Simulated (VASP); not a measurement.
An input for Ansatz (written as the equivalent of a VASP run, and not itself run):

Ansatz 0.2 input:
```yaml
crystal:
  lattice:
    - [2.9612957, 0.0000000, 0.0000000]
    - [0.0000000, 2.9612957, 0.0000000]
    - [0.0000000, 0.0000000, 2.9612957]
  atoms:
    - { symbol: Cr, position: [0.0000000, 0.0000000, 0.0000000], spin: 1.5 }
    - { symbol: Cr, position: [0.5000000, 0.5000000, 0.5000000], spin: -1.5 }
kpoints:
  mp_grid: { grid: [13, 13, 13] }
hamiltonian:
  xc: rpbe
  pseudopotentials: { kind: paw }
magnetization: { spin_polarized: true }
scf:
  occupations: { method: methfessel_paxton, width: 0.1 }
  max_iter: 100
output: { forces: true, stress: true, eigenvalues: true }
```

Problem. Write the VASP files for the same calculation (RPBE).

Solution. Several could match; the one computed here: 
File POSCAR:
```
Cr
1
    2.9612957077     0.0000000000     0.0000000000
    0.0000000000     2.9612957077     0.0000000000
    0.0000000000     0.0000000000     2.9612957077
Cr
2
Direct
  0.0000000000   0.0000000000   0.0000000000
  0.5000000000   0.5000000000   0.5000000000
```

**INCAR**
```
SYSTEM = Cr
PREC = Accurate
ENCUT = 520
EDIFF = 1E-7
NELM = 100
ALGO = Normal
LREAL = .FALSE.
LASPH = .TRUE.
ISMEAR = 1
SIGMA = 0.1
GGA = RP
LMAXMIX = 4
ISPIN = 2
MAGMOM = 1.5 -1.5
LORBIT = 10
LWAVE = .FALSE.
LCHARG = .FALSE.
ISIF = 2
```

File KPOINTS:
```
Automatic mesh
0
Gamma
13 13 13
0 0 0
```

POTCAR, in this order: Cr_pv (PBE.64 set). Program: vasp_std.

The two are equivalent in intent, not identical: each code has its own PAW files, so the cut-off isn't converted (ENCUT is set for VASP's; basis.ecutwfc is left out, and Ansatz then takes the one that its files recommend); Ansatz stops its SCF on the density residual and VASP on the energy change (EDIFF).

The compound is Cr in the bcc, AFM order structure. This cell is one point of a volume scan, at 1.06 of the reference volume.
